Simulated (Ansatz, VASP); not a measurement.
# Si7Ge3: VASP beside Ansatz

Wanted: the spread between two codes on one cell, functional and k mesh. The structure shown is frame 43 of Ansatz's trajectory.

Calculated with Ansatz 0.2.0; plane waves, with VASP 6.6.1 beside it; single point at PBE.

### Step 1. The structure

The cell holds 120 atoms: 84 Si and 36 Ge. Its edges and angles: a = 13.770 Å, b = 13.770 Å, c = 13.770 Å, α = 90.0°, β = 90.0°, γ = 90.0°. As first built, before any earlier steps moved the atoms (in the runner's words): 120 atoms (84 Si, 36 Ge) placed at random at 3.16 g/cm^3, melted at 3500 K for 10 ps at fixed volume with the Tersoff potential (Tersoff, Phys. Rev. B 39, 5566 (1989)). Quenched from 3500 K to 700 K at 10 K/ps and fixed volume, held 5 ps, then minimised at fixed cell.

### Step 2. Ansatz: dynamics, PBE

Ansatz runs on its default PAW (the set named soft_2) files.

One frame of this run of dynamics is then solved in both programs, so the motion causes no difference.

input.yaml reads:

```yaml
crystal:
  lattice:
    - [13.7704, 0.0, 0.0]
    - [0.0, 13.7704, 0.0]
    - [0.0, 0.0, 13.7704]
  atoms:
    - { symbol: Si, position: [0.67576, 0.75986, 0.59101] }
    - { symbol: Si, position: [0.89891, 0.45568, 0.98957] }
    - { symbol: Si, position: [0.93853, 0.36116, 0.64762] }
    - { symbol: Si, position: [0.89165, 0.42953, 0.16419] }
    - { symbol: Si, position: [0.91131, 0.66103, 0.72598] }
    - { symbol: Si, position: [0.89242, 0.97637, 0.49783] }
    - { symbol: Si, position: [0.11113, 0.8167, 0.56214] }
    - { symbol: Si, position: [0.33663, 0.99012, 0.64322] }
    - { symbol: Si, position: [0.81891, 0.88286, 0.90369] }
    - { symbol: Si, position: [0.32969, 0.92294, 0.17006] }
    - { symbol: Si, position: [0.70796, 0.75038, 0.40929] }
    - { symbol: Si, position: [0.48698, 0.60474, 0.50151] }
    - { symbol: Si, position: [0.64286, 0.39713, 0.15041] }
    - { symbol: Si, position: [0.46674, 0.68764, 0.23697] }
    - { symbol: Si, position: [0.23796, 0.30405, 0.15488] }
    - { symbol: Si, position: [0.0899, 0.9269, 0.88137] }
    - { symbol: Si, position: [0.44512, 0.41405, 0.95217] }
    - { symbol: Si, position: [0.75101, 0.92253, 0.40814] }
    - { symbol: Si, position: [0.74882, 0.48944, 0.2454] }
    - { symbol: Si, position: [0.62447, 0.8916, 0.13603] }
    - { symbol: Si, position: [0.16365, 0.45559, 0.14714] }
    - { symbol: Si, position: [0.86388, 0.5252, 0.4668] }
    - { symbol: Si, position: [0.25293, 0.07427, 0.37358] }
    - { symbol: Si, position: [0.87723, 0.69049, 0.42007] }
    - { symbol: Si, position: [0.48788, 0.95391, 0.23059] }
    - { symbol: Si, position: [0.10549, 0.66086, 0.98015] }
    - { symbol: Si, position: [0.92174, 0.04885, 0.66098] }
    - { symbol: Si, position: [0.14674, 0.25338, 0.53451] }
    - { symbol: Si, position: [0.13176, 0.09132, 0.4886] }
    - { symbol: Si, position: [0.28804, 0.04811, 0.05819] }
[... 84 atom lines left out ...]
    - { symbol: Ge, position: [0.19526, 0.9256, 0.28879] }
    - { symbol: Ge, position: [0.65395, 0.92484, 0.96138] }
    - { symbol: Ge, position: [0.74326, 0.66448, 0.242] }
    - { symbol: Ge, position: [0.57538, 0.63558, 0.98924] }
    - { symbol: Ge, position: [0.84902, 0.51274, 0.63977] }
    - { symbol: Ge, position: [0.08801, 0.70175, 0.69892] }
kpoints:
  mp_grid: { grid: [1, 1, 1] }
hamiltonian:
  xc: pbe
scf:
  occupations: { method: gaussian, width: 0.05 }
output:
  forces: true
md:
  timestep: 2.0
  n_steps: 130
  ensemble: nvt_nose_hoover
  temperature: 400
  initial_velocities: maxwell_boltzmann
  seed: 1344
```

Command:

```console
> ansatz run input.yaml --threads 4 --pin off --max-ram 15872MiB --backend cpu --events-out ev --progress --plain --runs-dir out
```

Numbers of over 12 decimals in the logs are rounded to 6 here.

What it wrote:

```text
Warning: md: disabling space-group detection — thermal motion breaks the input geometry's symmetry, so no spatial operation reduces the k-mesh or symmetrises the density; time reversal is kept, so that k and −k are solved as one point where they differ and the mesh holds both, and exact exchange and, on two spinor components, a DFT+U term hold to it where the run has them: on two components no moment then forms, and  [...]
Engine: ansatz 0.2.0, aarch64-unknown-linux-gnu
Pseudopotentials: kind: paw
Pseudopotential: Si, paw, valence charge 4, recommended cutoff 420 eV (normal), Si.paw.azcp
Pseudopotential: Ge, paw, valence charge 14, recommended cutoff 420 eV (normal), Ge.paw.azcp
Functional definition: PBE
  parameter kappa = 0.804
  parameter beta = 0.066725
  exchange = pbe_x(kappa = kappa, mu = beta*pi^2/3)
  correlation = pbe_c(beta = beta)
Crystal: 120 atoms, lattice volume = 2611.197 Å³
Basis set: ecut = 420 eV, 50883 PW (Γ), exchange–correlation on 192×192×192 points (8 copies of the dense FFT grid, shifted against one another)
Bands: 540, of which v1, the nominal top of the filled ones, is band 420 counted from 1 (419 counted from 0)
Symmetry: 1 space group operations
k-points: 1
Non-local potential: Si, projectors of the file, l = 0: 2, l = 1: 2, l = 2: 2
Non-local potential: Ge, projectors of the file, l = 0: 2, l = 1: 2, l = 2: 3, l = 3: 1
PAW form: soft (Blöchl's): semilocal exchange-correlation on the pseudo side does not see the compensation charge
PAW one-centre angular grid: Si, 110 points (default); XC on 64 Gauss nodes
PAW one-centre angular grid: Ge, 590 points (default); XC on 64 Gauss nodes
Initial density: superposition of atomic densities (neutral atoms: chi_scale 0, normalization atom), corrected by the library's trained network
Initial wavefunctions: pseudopotential atomic-orbital guess
Functional: x = pbe(κ = 0.804, μ = 0.219515), c = pbe(β = 0.066725)
SCF iter   1: F=—  HF=-207998.822803 eV  |F-HF|=—  |Δ(HF+E_count)|=         —  Δρ=3.27e-3  dr2=1.21e0  ethr=1.77e-3  ⟨swp⟩=6.0  Hψ=2184  notcnv=0  defer=30
preconditioner: auto → LDOS  [metal: Δε(μ)=0.045 eV  Ē_g=7.589 eV  σ=0.050 eV  W_gap=0.48  n_scr=484 (ndim 8)  ℏωp=15.9 eV  f_vac=0.012  D(μ)=43.70/eV (n_scr^D=250)  β→1.0]
SCF iter   2: F=—  HF=-207998.733451 eV  |F-HF|=—  |Δ(HF+E_count)|=   8.94e-2  Δρ=1.87e-3  dr2=3.55e-1  ethr=1.44e-4  ⟨swp⟩=2.0  Hψ=740  notcnv=0  defer=112
SCF iter   3: F=—  HF=-207998.685487 eV  |F-HF|=—  |Δ(HF+E_count)|=   4.80e-2  Δρ=7.05e-4  dr2=5.65e-2  ethr=4.22e-5  ⟨swp⟩=2.0  Hψ=850  notcnv=0  defer=112
SCF iter   4: F=—  HF=-207998.678933 eV  |F-HF|=—  |Δ(HF+E_count)|=   6.55e-3  Δρ=3.19e-4  dr2=9.44e-3  ethr=6.73e-6  ⟨swp⟩=2.0  Hψ=844  notcnv=0  defer=112
SCF iter   5: F=—  HF=-207998.678020 eV  |F-HF|=—  |Δ(HF+E_count)|=   9.12e-4  Δρ=1.69e-4  dr2=2.86e-3  ethr=1.12e-6  ⟨swp⟩=2.0  Hψ=750  notcnv=0  defer=112
SCF iter   6: F=—  HF=-207998.677700 eV  |F-HF|=—  |Δ(HF+E_count)|=   3.21e-4  Δρ=7.35e-5  dr2=4.38e-4  ethr=3.40e-7  ⟨swp⟩=2.0  Hψ=785  notcnv=0  defer=112
SCF iter   7: F=—  HF=-207998.677589 eV  |F-HF|=—  |Δ(HF+E_count)|=   1.10e-4  Δρ=3.39e-5  dr2=9.14e-5  ethr=5.22e-8  ⟨swp⟩=2.0  Hψ=709  notcnv=0  defer=112
SCF iter   8: F=—  HF=-207998.678057 eV  |F-HF|=—  |Δ(HF+E_count)|=   4.68e-4  Δρ=1.57e-5  dr2=2.10e-5  ethr=1.09e-8  ⟨swp⟩=2.0  Hψ=679  notcnv=0  defer=112
SCF iter   9: F=—  HF=-207998.678056 eV  |F-HF|=—  |Δ(HF+E_count)|=   1.28e-6  Δρ=7.38e-6  dr2=4.71e-6  ethr=2.50e-9  ⟨swp⟩=2.0  Hψ=602  notcnv=0  defer=112
SCF iter  10: F=—  HF=-207998.678056 eV  |F-HF|=—  |Δ(HF+E_count)|=   4.77e-7  Δρ=3.28e-6  dr2=9.14e-7  ethr=5.61e-10  ⟨swp⟩=2.0  Hψ=711  notcnv=0  defer=112
SCF iter  11: F=—  HF=-207998.678055 eV  |F-HF|=—  |Δ(HF+E_count)|=   7.64e-8  Δρ=1.55e-6  dr2=1.87e-7  ethr=1.09e-10  ⟨swp⟩=2.0  Hψ=715  notcnv=0  defer=112
SCF iter  12: F=-207998.678055 eV  HF=-207998.678055 eV  |F-HF|=3.37e-8  |Δ(HF+E_count)|=   1.13e-8  Δρ=7.21e-7  dr2=4.33e-8  ethr=1.19e-11  ⟨swp⟩=4.0  Hψ=1383  notcnv=0
SCF 1 converged in 12 iterations: F = -207998.678055 eV  dr2 = 4.33e-8
  greatest PAW one-centre occupation: 0.998 electrons in one spin orbital (limit 2), on the Ge atom at site 108 (counted from 0), in its partial waves of l = 2
md step     0: t =     0.00 fs  T =   400.0 K  F+E_penalty+E_count = -207998.67805539 eV  E_kin = 6.152776 eV  conserved = -207992.52527944 eV  (12 SCF iters)
Initial density: handed on by an earlier stage of this run
Initial wavefunctions: those handed on with the density
[...]
preconditioner: auto → LDOS  [insulator: Δε(μ)=0.102 eV  Ē_g=7.530 eV  σ=0.050 eV  W_gap=0.85  n_scr=484 (ndim 8)  ℏωp=15.9 eV  f_vac=0.013  D(μ)=16.19/eV (n_scr^D=56)  ε∞_Penn≈5.5  β→1.0]
SCF iter   2: F=—  HF=-207995.251990 eV  |F-HF|=—  |Δ(HF+E_count)|=   4.43e-4  Δρ=3.99e-4  dr2=1.62e-2  ethr=2.04e-6  ⟨swp⟩=2.0  Hψ=888  notcnv=0
SCF iter   3: F=—  HF=-207995.248070 eV  |F-HF|=—  |Δ(HF+E_count)|=   3.92e-3  Δρ=1.02e-4  dr2=1.01e-3  ethr=1.93e-6  ⟨swp⟩=2.0  Hψ=733  notcnv=0
SCF iter   4: F=—  HF=-207995.247900 eV  |F-HF|=—  |Δ(HF+E_count)|=   1.70e-4  Δρ=3.05e-5  dr2=8.20e-5  ethr=1.20e-7  ⟨swp⟩=2.0  Hψ=748  notcnv=0
SCF iter   5: F=—  HF=-207995.248671 eV  |F-HF|=—  |Δ(HF+E_count)|=   7.71e-4  Δρ=8.97e-6  dr2=4.70e-6  ethr=9.76e-9  ⟨swp⟩=2.0  Hψ=823  notcnv=0
SCF iter   6: F=—  HF=-207995.248671 eV  |F-HF|=—  |Δ(HF+E_count)|=   3.15e-8  Δρ=4.34e-6  dr2=1.46e-6  ethr=5.59e-10  ⟨swp⟩=2.0  Hψ=658  notcnv=0
SCF iter   7: F=—  HF=-207995.248671 eV  |F-HF|=—  |Δ(HF+E_count)|=   8.53e-8  Δρ=2.01e-6  dr2=3.50e-7  ethr=1.74e-10  ⟨swp⟩=2.0  Hψ=676  notcnv=0
SCF iter   8: F=-207995.248671 eV  HF=-207995.248671 eV  |F-HF|=6.88e-8  |Δ(HF+E_count)|=   4.52e-8  Δρ=1.05e-6  dr2=8.68e-8  ethr=1.19e-11  ⟨swp⟩=4.0  Hψ=1475  notcnv=0
SCF 131 converged in 8 iterations: F = -207995.248671 eV  dr2 = 8.68e-8
md step   130: t =   260.00 fs  T =   373.2 K  F+E_penalty+E_count = -207995.24867081 eV  E_kin = 5.741246 eV  conserved = -207992.51388055 eV  (8 SCF iters)
SCF converged after 8 iterations
Free energy (F): -207995.248671 eV
Harris-Foulkes:  -207995.248671 eV  (|F-HF|=6.88e-8)
Internal energy: -207995.228948 eV  (E = F + TS)
E sigma→0 (E₀):  -207995.238810 eV
Entropy (-TS):   -0.019722 eV (-0.164 meV/atom)
Fermi energy:    6.603079 eV
--- Per-component energies (eV) ---
  E_band       = -5756.238868
  E_kinetic    = 7304.899358
  E_local      = -114754.264989  (includes V_loc(G=0)·N_el)
  E_nonlocal   = 17207.526826
  E_hartree    = 51053.141013
  E_xc         = -7317.051910
  E_vxc        = -6198.969186  (∫ρ·V_xc dr)
  E_paw        = -115751.384492  (= ΣΔE_a)
  E_vpaw       = -11421.719783  (= ΣTr[D̂ρ^β])
  E_aug_tail   = 0.011702  (compensation charges beyond the density's cutoff)
  E_ewald      = -45738.106456
  E_smearing   = -0.019722  (= −TS)
  E_closure    = 0.000000  (closes the sum)
  Σ components = -207995.248671   (vs F -207995.248671, Δ=0.00e0)
--- Forces (eV/Å), atoms counted from 1 ---
  atom   1  Si    -0.32102362     0.26411783    -0.03437218
  atom   2  Si     0.33163334     0.21502418    -0.44611601
  atom   3  Si    -0.04981465     0.20780270    -1.01670098
  atom   4  Si     0.08253364    -0.59956304    -0.49664819
  atom   5  Si    -0.38926904     1.07388311     0.35031984
  atom   6  Si    -0.48312179    -0.06656794     0.30989817
  atom   7  Si    -0.49216312     0.47999204    -0.55043775
  atom   8  Si    -0.06217624    -0.20051745    -0.32270776
  atom   9  Si     0.19646975    -0.13537871    -1.28679906
  atom  10  Si    -1.57484679    -0.64297974    -0.35591938
  atom  11  Si     0.38576259     0.69832640     0.23774587
  atom  12  Si     0.20897274     0.06401173    -0.28020034
  atom  13  Si     0.20854487    -0.53584667     0.57575395
  atom  14  Si     0.61254544    -0.04154268     0.06412263
  atom  15  Si     0.69968467    -0.30729447     0.61789599
  atom  16  Si     0.44726838    -0.00601081     0.65147912
  atom  17  Si     0.11024277     0.77187059     1.03226759
  atom  18  Si    -0.24905871    -0.88903247     0.98436296
  atom  19  Si    -0.75128164    -0.27339516     0.17654273
  atom  20  Si     0.33756170     0.85511611     0.63813713
  atom  21  Si    -0.45919194     0.29425734     0.44508147
  atom  22  Si    -0.11519456    -0.33079223     0.04761575
  atom  23  Si     0.55762703    -0.42437533     0.05207786
  atom  24  Si    -0.38768115     0.51037768     0.49787717
[...]
atom 113  Ge     0.15681024    -1.17487852    -0.26439636
  atom 114  Ge    -0.17945912     0.64185227    -0.76343457
  atom 115  Ge     0.25534681    -0.27859138     0.16811837
  atom 116  Ge    -0.35978969    -0.06465770     0.41671568
  atom 117  Ge    -0.03429233     0.66733010    -0.01037912
  atom 118  Ge    -0.53783663     0.64401155     0.19182178
  atom 119  Ge     0.80737251    -0.20768135    -0.73998460
  atom 120  Ge     0.12341239    -0.46722427    -0.04022265
  max |Σ_I F_I| component: 7.00e-5 eV/Å
--- MD trajectory: 130 steps, t = 0.0 → 260.0 fs ---
  final state: T = 373.2 K   F+E_penalty+E_count = -207995.24867081 eV   E_kin = 5.741246 eV
  conserved energy: peak-to-peak 1.371e-2 eV (1.142e-4 eV/atom) over 260.0 fs
```

In the SCF lines HF is the Harris–Foulkes energy and dr2 the Hartree energy of the density residual, in eV; the loop may stop once dr2 is under the threshold and the program's other checks hold. Hψ counts applications of the Hamiltonian.

### Step 3. VASP: single point, PBE

The same cell, functional, mesh and smearing now go to VASP, with its own data sets.

Lines of VASP's logs that name or quote its potential files are left out, and so is its time.

INCAR reads:

```
SYSTEM = Si7Ge3
PREC = Accurate
ENCUT = 410
EDIFF = 1E-06
NELM = 120
ISMEAR = 0
SIGMA = 0.05
LREAL = Auto
ALGO = Normal
GGA = PE
NBANDS = 512
LORBIT = 11
LWAVE = .FALSE.
LCHARG = .FALSE.
ISIF = 2
LASPH = .TRUE.
GGA_COMPAT = .FALSE.
EFERMI = MIDGAP
NCORE = 4
```

POSCAR reads:

```
Si7Ge3
1.0
   13.7704000000      0.0000000000      0.0000000000
    0.0000000000     13.7704000000      0.0000000000
    0.0000000000      0.0000000000     13.7704000000
Si Ge
84 36
Direct
    0.6683102887      0.7530572823      0.5830041248
    0.8947307268      0.4582365073      0.9835879858
    0.9404374601      0.3534029513      0.6487320630
    0.9031037588      0.4400017429      0.1596613025
    0.9146430024      0.6550063905      0.7318959507
    0.8893350956      0.9628623715      0.4925056643
    0.1079707198      0.8130482775      0.5689595073
    0.3354804508      0.9892014756      0.6565822344
    0.8173764016      0.8799236043      0.8975774124
    0.3222636960      0.9340396793      0.1703872073
    0.7054188695      0.7602974496      0.4096976123
    0.4957081857      0.6130468251      0.4982062976
    0.6412014175      0.3975483646      0.1455295416
    0.4583381746      0.7087230582      0.2252875733
    0.2415979202      0.3043194097      0.1560956835
    0.1011517458      0.9271117760      0.8849997095
    0.4376125603      0.4060012781      0.9344681345
    0.7446697264      0.9320353802      0.4091311799
    0.7535874049      0.4868486028      0.2366743159
    0.6263361994      0.8929878580      0.1596104688
    0.1628347760      0.4540390984      0.1550499622
    0.8748329751      0.5291131703      0.4650990530
    0.2583221983      0.0719586940      0.3754938128
    0.8807950386      0.6937924824      0.4248896183
    0.4784247371      0.9592604427      0.2389182595
    0.0973755301      0.6488119445      0.9776186603
    0.9214111427      0.0406015802      0.6451737059
    0.1468366932      0.2286425957      0.5358667867
    0.1347745890      0.0707895195      0.4845683495
    0.2767602974      0.0528452333      0.0604775460
[... 84 atom lines left out ...]
    0.1789345262      0.9416574682      0.2773194678
    0.6575408122      0.9233936560      0.9790783129
    0.7447423459      0.6705179225      0.2510675071
    0.5644861442      0.6208897345      0.9845320397
    0.8544051008      0.5126140127      0.6376938941
    0.0799976762      0.6953247545      0.6936617673
```

KPOINTS reads:

```
Automatic mesh
0
Gamma
1 1 1
0 0 0
```

The projector-augmented-wave data sets are Si and Ge_d (PBE family, release 64).

Command:

```console
> mpirun -np 16 vasp_gam
```

What it wrote:

```text
[banner, memory and clock lines left out]
running   16 mpi-ranks, on    1 nodes
[...]
LDA part: xc-table for (Slater+PW92), standard interpolation
 POSCAR, INCAR and KPOINTS ok, starting setup
[...]
entering main loop
       N       E                     dE             d eps       ncg     rms          rms(c)
DAV:   1     0.151330862714E+05    0.15133E+05   -0.26664E+05  1168   0.294E+03
DAV:   2     0.276149875562E+04   -0.12372E+05   -0.12000E+05  1024   0.770E+02
DAV:   3    -0.151722907695E+03   -0.29132E+04   -0.27344E+04  1176   0.242E+02
DAV:   4    -0.572555628501E+03   -0.42083E+03   -0.40146E+03  1272   0.938E+01
[...]
DAV:  18    -0.587220391568E+03   -0.28528E-05   -0.94247E-06  1048   0.146E-02    0.349E-03
DAV:  19    -0.587220393154E+03   -0.15864E-05   -0.49825E-06   904   0.669E-03    0.185E-03
DAV:  20    -0.587220393309E+03   -0.15447E-06   -0.16487E-06   744   0.580E-03
   1 F= -.58722039E+03 E0= -.58720351E+03  d E =-.337666E-01
```

From OUTCAR (step 3):

```text
  FREE ENERGIE OF THE ION-ELECTRON SYSTEM (eV)
  ---------------------------------------------------
  free  energy   TOTEN  =      -587.2203933087 eV

  energy  without entropy=     -587.1866267265  energy(sigma->0) =     -587.20351002
```

The gap is under twice the smearing width, so the edge states are partly filled and the run can't tell a small gap from a semimetal.

### Step 4. Differences

Known differences besides the potentials themselves: the cutoff is 420 eV in Ansatz and 410 eV in VASP (PREC = Accurate, projectors in real space). Total energies have different zeros and are not compared.

Forces on 10 of the 120 atoms, those with the largest forces and the largest differences (eV/Å; atoms numbered as in POSCAR):

| atom | Ansatz x, y, z | VASP x, y, z |
| --- | --- | --- |
| Si1 | -0.200, 0.056, 0.150 | -0.192, 0.055, 0.155 |
| Si9 | 0.758, 0.352, 0.798 | 0.759, 0.351, 0.793 |
| Si27 | 0.050, -0.506, 1.188 | 0.046, -0.506, 1.192 |
| Si30 | -0.026, 1.228, -0.194 | -0.023, 1.223, -0.195 |
| Si31 | -0.939, 0.016, 0.493 | -0.935, 0.006, 0.490 |
| Si58 | -0.247, 1.329, -0.732 | -0.245, 1.326, -0.736 |
| Si61 | -0.676, -0.835, 0.371 | -0.674, -0.833, 0.371 |
| Si65 | 0.625, 0.476, -0.897 | 0.623, 0.476, -0.895 |
| Si75 | 1.395, -0.608, 0.046 | 1.392, -0.605, 0.047 |
| Ge107 | -0.323, 0.466, 0.409 | -0.328, 0.464, 0.399 |

The forces differ by 2.9 meV/Å r.m.s., which is 0.7 % of the r.m.s. force of 0.422 eV/Å (both taken over all components).

### Step 5. Results

| Quantity | Value |
| --- | --- |
| r.m.s. force difference (single point, PBE) | 0.70 % of the r.m.s. force |

**Reading.** The r.m.s. force difference is 0.70 % of the r.m.s. force (single point, PBE), within the 3 % picked in this series as the mark of a large difference. 2 further runs of this series are not shown here. Such differences can come from data sets, numerical settings and the points named under the comparisons, not from the functional's error against experiment.

[Lines on the potential files, build, host, timing and source positions are cut from VASP's logs without a mark.]

[Logs are printed without paths, hosts, clocks, repeated set-up lines and the standing remarks that a program may print on its own settings, such as how far it seeks lower states.]

[Hosts, paths, dates, database ids (printed as entryN), source tags and the programs' standing remarks are cut or masked in the printed files.]
